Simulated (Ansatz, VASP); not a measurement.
# Ta3Si3N: VASP beside Ansatz

The input INCAR:

```
SYSTEM = Ta3Si3N
PREC     = Accurate       ! precision mode
ENCUT    = 520            ! plane-wave cutoff, eV
EDIFF    = 1E-6           ! SCF threshold, eV
ISMEAR   = 0              ! smearing method
SIGMA    = 0.1            ! smearing width, eV
LREAL    = .False.        ! projectors in reciprocal space
LASPH    = .True.         ! aspherical terms in the spheres
NELM     = 150            ! most SCF steps
ALGO     = Normal         ! electronic algorithm
ISIF     = 2              ! what is computed and relaxed
LWAVE    = .False.        ! write WAVECAR
LCHARG   = .False.        ! write CHGCAR
ISPIN    = 2              ! spin polarisation
MAGMOM   = 1 1 1 0 0 0 0  ! initial moments
LORBIT   = 11             ! projections on sites
LMAXMIX  = 4              ! l up to which the mixer works
GGA      = PE             ! functional
NBANDS   = 38             ! bands
```

KPOINTS

```
regular mesh
0
Gamma
  4 4 4
  0 0 0
```

POSCAR

```
Ta3Si3N
1.0
    4.9168685081      0.0000000000      0.0000000000
    0.0000000000      4.9168685081      0.0000000000
    0.0000000000      0.0000000000      4.9168685081
Ta Si N
3 3 1
Direct
    0.5000000000      0.0000000000      0.0000000000
    0.0000000000      0.5000000000      0.0000000000
    0.0000000000      0.0000000000      0.5000000000
    0.5000000000      0.0000000000      0.5000000000
    0.5000000000      0.5000000000      0.0000000000
    0.0000000000      0.5000000000      0.5000000000
    0.0000000000      0.0000000000      0.0000000000
```

Input for Ansatz:

```yaml
crystal:
  lattice:
    - [4.9168685081, 0.0, 0.0]
    - [0.0, 4.9168685081, 0.0]
    - [0.0, 0.0, 4.9168685081]
  atoms:
    - { symbol: Ta, position: [0.5, 0.0, 0.0], spin: 1.0 }
    - { symbol: Ta, position: [0.0, 0.5, 0.0], spin: 1.0 }
    - { symbol: Ta, position: [0.0, 0.0, 0.5], spin: 1.0 }
    - { symbol: Si, position: [0.5, 0.0, 0.5] }
    - { symbol: Si, position: [0.5, 0.5, 0.0] }
    - { symbol: Si, position: [0.0, 0.5, 0.5] }
    - { symbol: "N", position: [0.0, 0.0, 0.0] }
basis:
  ecutwfc: 420
kpoints:
  mp_grid: { grid: [4, 4, 4] }
hamiltonian:
  xc: pbe
scf:
  occupations: { method: gaussian, width: 0.1 }
  lower_state_search: "off"
output:
  forces: true
  stress: true
  eigenvalues: true
  populations: true
magnetization:
  spin_polarized: true
```

Change from the starting cell: species swapped into the Ca3AsCl3 type (Pm-3m, No. 221).

Alike in both runs: task single point; functional PBE; k mesh 4 × 4 × 4; occupations gaussian, width 0.1 eV; collinear spin.

|  | VASP | Ansatz |
| --- | --- | --- |
| version | VASP 6.6.1 | Ansatz 0.2.0 |
| potentials or method | VASP PAW PBE potentials, release 64 (Ta_pv, Si, N) | scalar-relativistic, plane waves, PAW |
| plane-wave cutoff (eV) | 520 | 420 |
| valence electrons in the cell | 50 | 56 |

Ansatz gave:

- gap on the k mesh at the Fermi level (eV): none
- pressure (GPa): -0.2
- net moment per atom (μB): 0.00

Estimate VASP's values.

gap on the k mesh at the Fermi level (eV): none; pressure (GPa): -0.1; net moment per atom (μB): 0.00.

A gap of «none» marks a metal or a gap that the smearing closes. The two sets of potentials don't hold the same shells in valence. Ansatz warned: «seeded_moment_not_kept».

The runs have no spin-orbit coupling, so splittings on Ta are missing.
